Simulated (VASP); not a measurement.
A VASP calculation is set up with these files.

### INCAR
```
AGGAC  =  0.0
ALGO  =  Normal
EDIFF  =  1E-6
EDIFFG  =  -0.02
ENCUT  =  520
GGA  =  BO
IBRION  =  2
ISIF  =  3
ISMEAR  =  0
LASPH  =  .TRUE.
LCHARG  =  .FALSE.
LMAXMIX  =  4
LREAL  =  .FALSE.
LUSE_VDW  =  .TRUE.
LWAVE  =  .FALSE.
NELM  =  100
NSW  =  60
PARAM1  =  0.1833333333
PARAM2  =  0.22
PREC  =  Accurate
SIGMA  =  0.05
SYSTEM  =  MgI2
```

File POSCAR:
```
MgI2
1
    2.0648266241    -3.5763842023     0.0000000000
    2.0648266241     3.5763842023    -0.0000000000
   -0.0000000000    -0.0000000000     6.8937153843
Mg I
1 2
Direct
  1.0000000000   0.0000000000   0.0000000000
  0.3333330000   0.6666670000   0.2417661996
  0.6666670000   0.3333330000   0.7582338004
```

KPOINTS:
```
Automatic
0
G
6 6 3
```

POTCAR, in this order: Mg I (PBE.64 set). Program: vasp_std.

Q: Translate this optB88-vdW calculation to Quantum ESPRESSO's pw.x.

A: One equivalent input (not run):
```
&CONTROL
  calculation = 'vc-relax'
  pseudo_dir = './pseudo'
  outdir = './out'
  tprnfor = .true.
  tstress = .true.
  nstep = 60
  forc_conv_thr = 0.00078
/
&SYSTEM
  ibrav = 0
  nat = 3
  ntyp = 2
  ecutwfc = 84
  occupations = 'smearing'
  smearing = 'gaussian'
  degauss = 0.003675
  input_dft = 'vdw-df-obk8'
/
&ELECTRONS
  conv_thr = 7.3e-08
  electron_maxstep = 100
/
&IONS
/
&CELL
/
ATOMIC_SPECIES
  Mg 24.305 Mg.upf
  I 126.904 I.upf
CELL_PARAMETERS angstrom
     2.0648266   -3.5763842    0.0000000
     2.0648266    3.5763842   -0.0000000
    -0.0000000   -0.0000000    6.8937154
ATOMIC_POSITIONS crystal
  Mg   1.0000000  0.0000000  0.0000000
  I    0.3333330  0.6666670  0.2417662
  I    0.6666670  0.3333330  0.7582338
K_POINTS automatic
  6 6 3 0 0 0
```
Limits of the translation: the potentials are each code's own (VASP's PAW set, PseudoDojo norm-conserving files in pw.x), so ENCUT and ecutwfc are chosen apart and not converted; conv_thr bounds pw.x's estimated SCF error, while EDIFF bounds the energy change between steps; forc_conv_thr acts on force components and is met together with etot_conv_thr.

The compound is MgI2 in the 1T layered structure. This run relaxes it. Symmetry was kept, so distortions that lower it aren't found. The start is the result of an earlier pass.
